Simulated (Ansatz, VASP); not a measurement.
# InSb in two plane-wave programs, part 2 of 2

Wanted: the spread between two codes on one cell, functional and k mesh. The cell is taken from a series of runs on this material, whose earlier steps may have relaxed, scaled, displaced or heated it; both programs get it as it stands.

VASP 6.6.1 and Ansatz 0.2.0.

So far: Set-up; VASP: zone-centre phonons, PBEsol.

### 3. Ansatz: zone-centre phonons, PBEsol

Level of this step: Ansatz beside VASP: Kohn-Sham DFT, plane waves, PBEsol (Ansatz).

Ansatz runs on its default PAW (the set named soft_2) files.

The same cell, functional, mesh and smearing now go to Ansatz, which takes its cutoff from its data sets.

The input, input.yaml:

```yaml
crystal:
  lattice:
    - [0.0, 3.2593749519, 3.2593749519]
    - [3.2593749519, 0.0, 3.2593749519]
    - [3.2593749519, 3.2593749519, 0.0]
  atoms:
    - { symbol: In, position: [0.0, 0.0, 0.0] }
    - { symbol: Sb, position: [0.25, 0.25, 0.25] }
kpoints:
  mp_grid: { grid: [14, 14, 14] }
hamiltonian:
  xc: pbesol
scf:
  occupations: { method: methfessel_paxton, width: 0.2 }
output:
  eigenvalues: true
phonons:
  method: fd
  supercell: [1, 1, 1]
  amplitude: 0.01
```

Command:

```bash
ansatz run input.yaml --threads 4 --pin off --max-ram 14336MiB --backend cpu --events-out ev --progress --plain --runs-dir out
```

Numbers of over 12 decimals in the logs are rounded to 6 here.

Output:

```text
Engine: ansatz 0.2.0, aarch64-unknown-linux-gnu
Pseudopotentials: kind: paw
Pseudopotential: In, paw, valence charge 13, recommended cutoff 420 eV (normal), In.paw.azcp
Pseudopotential: Sb, paw, valence charge 15, recommended cutoff 420 eV (normal), Sb.paw.azcp
Functional definition: PBEsol
  exchange = pbesol_x
  correlation = pbesol_c
Crystal: 2 atoms, lattice volume = 69.252 Å³
Basis set: ecut = 420 eV, 1363 PW (Γ), exchange–correlation on 64×64×64 points (8 copies of the dense FFT grid, shifted against one another)
Bands: 18, of which v1, the nominal top of the filled ones, is band 14 counted from 1 (13 counted from 0)
Symmetry: 24 space group operations
k-points: 104 of 2744 (time reversal used)
Non-local potential: In, projectors of the file, l = 0: 2, l = 1: 2, l = 2: 2, l = 3: 2
Non-local potential: Sb, projectors of the file, l = 0: 2, l = 1: 2, l = 2: 2, l = 3: 2
PAW form: soft (Blöchl's): semilocal exchange-correlation on the pseudo side does not see the compensation charge
PAW frozen core: In, regenerated for the run's functional, and the local potential with it (the file was generated under x = pbe(κ = 0.804, μ = 0.219515), c = pbe(β = 0.066725))
PAW frozen core: Sb, regenerated for the run's functional, and the local potential with it (the file was generated under x = pbe(κ = 0.804, μ = 0.219515), c = pbe(β = 0.066725))
PAW one-centre angular grid: In, 590 points (default); XC on 64 Gauss nodes
PAW one-centre angular grid: Sb, 590 points (default); XC on 64 Gauss nodes
Initial density: superposition of atomic densities (neutral atoms: chi_scale 0, normalization atom), corrected by the library's trained network
Initial wavefunctions: pseudopotential atomic-orbital guess
Functional: x = pbesol(κ = 0.804, μ = 0.123457), c = pbesol(β = 0.046)
SCF iter   1: F=—  HF=-11933.655674 eV  |F-HF|=—  |Δ(HF+E_count)|=         —  Δρ=3.53e-3  dr2=1.34e-2  ethr=1.77e-3  ⟨swp⟩=5.4  Hψ=9283  notcnv=0
preconditioner: auto → none  [insulator: Δε(μ)=0.417 eV  Ē_g=13.868 eV  σ=0.200 eV  W_gap=0.71  n_scr=14 (ndim 8)  ℏωp=18.9 eV  f_vac=0.116  D(μ)=0.04/eV (n_scr^D=0)  ε∞_Penn≈2.9]
SCF iter   2: F=—  HF=-11933.649710 eV  |F-HF|=—  |Δ(HF+E_count)|=   5.96e-3  S|Δr|=    0.00e0  Δρ=1.22e-3  dr2=8.60e-4  ethr=4.77e-5  ⟨swp⟩=2.8  Hψ=3989  notcnv=0
SCF iter   3: F=—  HF=-11933.649899 eV  |F-HF|=—  |Δ(HF+E_count)|=   1.89e-4  S|Δr|=    0.00e0  Δρ=4.34e-4  dr2=1.36e-4  ethr=3.07e-6  ⟨swp⟩=2.0  Hψ=2809  notcnv=0
SCF iter   4: F=—  HF=-11933.649946 eV  |F-HF|=—  |Δ(HF+E_count)|=   4.65e-5  S|Δr|=    0.00e0  Δρ=1.74e-4  dr2=1.54e-5  ethr=4.84e-7  ⟨swp⟩=2.0  Hψ=2809  notcnv=0
SCF iter   5: F=—  HF=-11933.649967 eV  |F-HF|=—  |Δ(HF+E_count)|=   2.17e-5  S|Δr|=    0.00e0  Δρ=1.68e-5  dr2=1.32e-7  ethr=5.48e-8  ⟨swp⟩=2.0  Hψ=2293  notcnv=0
SCF iter   6: F=—  HF=-11933.649966 eV  |F-HF|=—  |Δ(HF+E_count)|=   1.05e-6  S|Δr|=    0.00e0  Δρ=4.81e-6  dr2=1.08e-8  ethr=4.73e-10  ⟨swp⟩=2.0  Hψ=3332  notcnv=0
SCF iter   7: F=-11933.649966 eV  HF=-11933.649966 eV  |F-HF|=4.62e-10  |Δ(HF+E_count)|=   1.20e-9  S|Δr|=    0.00e0  Δρ=8.01e-7  dr2=2.88e-10  ethr=3.57e-12  ⟨swp⟩=6.5  Hψ=9660  notcnv=0
SCF 1 converged in 7 iterations: F = -11933.649966 eV  dr2 = 2.88e-10
  greatest PAW one-centre occupation: 0.996 electrons in one spin orbital (limit 2), on the Sb atom at site 1 (counted from 0), in its partial waves of l = 2
Symmetry: 4 space group operations
k-points: 428 of 2744 (time reversal used)
Initial density: handed on by an earlier stage of this run
Initial wavefunctions: those handed on with the density
iter 1 solved again at ethr=2.00e-7 eV; its pass at ethr=3.10e-3 eV (dr2=5.61e-5 eV) is discarded
SCF iter   1: F=—  HF=-11933.649657 eV  |F-HF|=—  |Δ(HF+E_count)|=         —  Δρ=4.11e-4  dr2=4.60e-5  ethr=2.00e-7  ⟨swp⟩=3.1  Hψ=48511  notcnv=0
preconditioner: auto → none  [insulator: Δε(μ)=0.412 eV  Ē_g=13.886 eV  σ=0.200 eV  W_gap=0.63  n_scr=14 (ndim 8)  ℏωp=18.9 eV  f_vac=0.101  D(μ)=0.04/eV (n_scr^D=0)  ε∞_Penn≈2.9]
SCF iter   2: F=—  HF=-11933.649644 eV  |F-HF|=—  |Δ(HF+E_count)|=   1.33e-5  S|Δr|=    0.00e0  Δρ=1.55e-4  dr2=7.29e-6  ethr=1.64e-7  ⟨swp⟩=2.0  Hψ=9844  notcnv=0
[...]
SCF iter   4: F=—  HF=-11933.649642 eV  |F-HF|=—  |Δ(HF+E_count)|=   1.20e-7  S|Δr|=    0.00e0  Δρ=4.12e-6  dr2=7.30e-9  ethr=1.69e-9  ⟨swp⟩=2.0  Hψ=10839  notcnv=0
SCF iter   5: F=—  HF=-11933.649642 eV  |F-HF|=—  |Δ(HF+E_count)|=   3.48e-9  S|Δr|=    0.00e0  Δρ=7.33e-7  dr2=6.03e-10  ethr=2.61e-11  ⟨swp⟩=2.6  Hψ=13443  notcnv=0
SCF iter   6: F=-11933.649642 eV  HF=-11933.649642 eV  |F-HF|=7.28e-11  |Δ(HF+E_count)|=  2.11e-10  S|Δr|=    0.00e0  Δρ=2.63e-7  dr2=7.80e-11  ethr=1.00e-12  ⟨swp⟩=5.4  Hψ=30408  notcnv=0
SCF 2 converged in 6 iterations: F = -11933.649642 eV  dr2 = 7.80e-11
iter 1 solved again at ethr=2.18e-7 eV; its pass at ethr=3.10e-3 eV (dr2=6.09e-5 eV) is discarded
SCF iter   1: F=—  HF=-11933.649655 eV  |F-HF|=—  |Δ(HF+E_count)|=         —  Δρ=3.54e-4  dr2=6.66e-5  ethr=2.18e-7  ⟨swp⟩=2.1  Hψ=50888  notcnv=0
preconditioner: auto → none  [insulator: Δε(μ)=0.414 eV  Ē_g=13.886 eV  σ=0.200 eV  W_gap=0.63  n_scr=14 (ndim 8)  ℏωp=18.9 eV  f_vac=0.101  D(μ)=0.04/eV (n_scr^D=0)  ε∞_Penn≈2.9]
SCF iter   2: F=—  HF=-11933.649643 eV  |F-HF|=—  |Δ(HF+E_count)|=   1.22e-5  S|Δr|=    0.00e0  Δρ=1.64e-4  dr2=1.19e-5  ethr=2.18e-7  ⟨swp⟩=1.0  Hψ=7844  notcnv=0
SCF iter   3: F=—  HF=-11933.649641 eV  |F-HF|=—  |Δ(HF+E_count)|=   1.80e-6  S|Δr|=    0.00e0  Δρ=1.78e-5  dr2=2.46e-7  ethr=4.26e-8  ⟨swp⟩=2.1  Hψ=11125  notcnv=0
SCF iter   4: F=—  HF=-11933.649642 eV  |F-HF|=—  |Δ(HF+E_count)|=   7.71e-7  S|Δr|=    0.00e0  Δρ=6.79e-6  dr2=1.73e-8  ethr=8.80e-10  ⟨swp⟩=2.0  Hψ=13697  notcnv=0
SCF iter   5: F=—  HF=-11933.649642 eV  |F-HF|=—  |Δ(HF+E_count)|=   1.81e-9  S|Δr|=    0.00e0  Δρ=1.10e-6  dr2=3.89e-10  ethr=6.17e-11  ⟨swp⟩=2.0  Hψ=13699  notcnv=0
SCF iter   6: F=-11933.649642 eV  HF=-11933.649642 eV  |F-HF|=3.64e-11  |Δ(HF+E_count)|=  1.73e-10  S|Δr|=    0.00e0  Δρ=2.62e-7  dr2=5.40e-11  ethr=1.00e-12  ⟨swp⟩=5.0  Hψ=26789  notcnv=0
SCF 3 converged in 6 iterations: F = -11933.649642 eV  dr2 = 5.40e-11
SCF converged after 7 iterations
Stability not checked: this state was not tested for a lower state beside it, because cold or Methfessel-Paxton smearing, or corrected tetrahedra, fill the levels in a way that the test cannot read (fill_not_monotonic; see scf.lower_state_search)
Free energy (F): -11933.649966 eV
Harris-Foulkes:  -11933.649966 eV  (|F-HF|=4.62e-10)
Internal energy: -11933.650439 eV  (E = F + TS)
E sigma→0 (E₀):  -11933.650085 eV
Entropy (-TS):   0.000472 eV (0.236 meV/atom)
Fermi energy:    7.052003 eV
Step filling:    the computed levels leave a gap of 0.0000 eV = 0.0 smearing widths at the electron count; against every level under it full and every level over it empty, smearing changes F+E_penalty+E_count by +0.161 meV and its σ→0 estimate by +0.043 meV
--- Per-component energies (eV) ---
  E_band       = -269.211862
  E_kinetic    = 450.982840
  E_local      = -3226.308744  (includes V_loc(G=0)·N_el)
  E_nonlocal   = 732.988416
  E_hartree    = 1384.062970
  E_xc         = -350.597344
  E_vxc        = -196.080671  (∫ρ·V_xc dr)
  E_paw        = -8584.744632  (= ΣΔE_a)
  E_vpaw       = -798.919299  (= ΣTr[D̂ρ^β])
  E_aug_tail   = 0.000024  (compensation charges beyond the density's cutoff)
  E_ewald      = -2340.601728
  E_core_change = 0.567760  (= ΣΔE_core)
  E_smearing   = 0.000472  (= −TS)
  E_closure    = -0.000000  (closes the sum)
  Σ components = -11933.649966   (vs F -11933.649966, Δ=0.00e0)
--- Forces (eV/Å), atoms counted from 1 ---
  atom   1  In     0.00000000    -0.00000000    -0.00000000
  atom   2  Sb    -0.00000000     0.00000000     0.00000000
  max |Σ_I F_I| component: 1.85e-17 eV/Å
--- Band table (eV; the first three rows and the last of 104) ---
  k-point 0: bands = [... 10 lower, -3.6320, 6.6314, 7.0045, 7.0045, 7.0045, 9.9519, 9.9519, 9.9519]
  k-point 1: bands = [... 10 lower, -3.5865, 5.8505, 6.9317, 6.9317, 7.5664, 10.0268, 10.0541, 10.0541]
  k-point 2: bands = [... 10 lower, -3.4523, 4.8470, 6.7506, 6.7506, 7.8738, 10.3031, 10.3031, 10.4193]
  k-point 103: bands = [... 10 lower, -1.6906, 1.2519, 4.2242, 4.3484, 10.2088, 10.4173, 11.7026, 12.1320]
--- Phonons: 2 displaced members + reference (amplitude 0.01 Å, Σ member SCF iterations 12) ---
  symmetry images taken by strict's conditions (phonons.symmetry_images: auto; settled by no image being taken that strict refuses)
  ASR residual: 2.008e-4 → 0.000e0 eV/Å²; symmetrization residual: 4.917e-5 eV/Å²
  largest component of a force at the reference: 1.9e-16 eV/Å
  ASR residual per site (eV/Å²): 2.01e-4 1.60e-4
  Γ frequencies (cm⁻¹): 0.00 0.00 0.00 172.76 172.76 172.76
  density of states and harmonic sums: on the 16×16×16 q-mesh, interpolated from the force constants of a 1×1×1 supercell (no non-analytic term)
  largest difference from the sums on the solved wave vectors: F 5.85e-1 eV, S 8.44e-4 and C_V 2.58e-4 eV/K
  zero-point energy: 0.043698 eV/cell   skipped modes (ω ≤ 0): 3   left out of the sums: 1.22e-4 of the cell's modes: C_V's classical limit lies that fraction below 3 k_B per atom; for a crystal, a wire or a layer, F and S can be off by more, and a phonons.interpolated_qmesh denser along its periods is the remedy for the sampling
```

In the SCF lines HF is the Harris–Foulkes energy and dr2 the Hartree energy of the density residual, in eV; the loop may stop once dr2 is under the threshold and the program's other checks hold. Hψ counts applications of the Hamiltonian.

### 4. Comparison

Known differences besides the potentials themselves: the data sets hold 28 valence electrons in Ansatz (on its default PAW (the set named soft_2) files) and 18 in VASP; the cutoff is 420 eV in Ansatz and 500 eV in VASP; Ansatz makes its cores anew for this functional, VASP keeps those of its PBE data sets. Total energies have different zeros and are not compared.

Compared:

```
                  quantity  Ansatz   VASP  difference
optical mode 1 to 3 (cm⁻¹)   172.8  173.2     -0.27 %
```

Modes are paired by rising frequency, not by their patterns, so a pair may set unlike modes beside each other; they are those without the splitting of longitudinal modes.

### 5. Results

```yaml
r_m_s_difference_of_the_optical_zone_centre_modes_each_program_s_sorted_by_frequency_zone_centre_phonons_pbesol: 0.46 cm⁻¹
```

The r.m.s. difference of the optical zone-centre modes, each program's sorted by frequency is 0.46 cm⁻¹ (zone-centre phonons, PBEsol). The data sets hold unlike numbers of valence electrons (28 in Ansatz and 18 in VASP), so part of the differences comes from the potentials. How closely two codes agree says nothing of how well the functional describes the real material.

[Lines on the potential files, build, host, timing and source positions are cut from VASP's logs without a mark.]

[Logs are printed without paths, hosts, clocks, repeated set-up lines and the standing remarks that a program may print on its own settings, such as how far it seeks lower states.]

[Hosts, paths, dates, database ids (printed as entryN), source tags and the programs' standing remarks are cut or masked in the printed files.]
